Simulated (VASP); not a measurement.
Given:

```
AlAs
1.0
    3.86264     0.00000     0.00000
   -1.93132     3.34514     0.00000
    0.00000     0.00000     6.35463
Al As
2 2
Cartesian
  0.00000   2.23010   0.00359
  1.93132   1.11505   3.18090
  0.00000   2.23010   2.37939
  1.93132   1.11505   5.55671
```

Calculation: PBEsol GGA, VASP's PBE PAW potentials (set 64) (plane waves; VASP). Run with 500 eV cut-off, 7×7×4 Γ-centred mesh, Gaussian smearing of 0.050 eV, potentials Al As.

Predict the energy per atom (σ→0), pressure.

```yaml
energy per atom (σ→0): -4.959 eV/atom
pressure: 10.07 GPa
```

Only differences to runs with the same potentials and settings are physical.

The structure was generated: AlAs was put into the wurtzite type (P6_3mc), which need not be its known phase. It was relaxed first under an external pressure of 10 GPa.
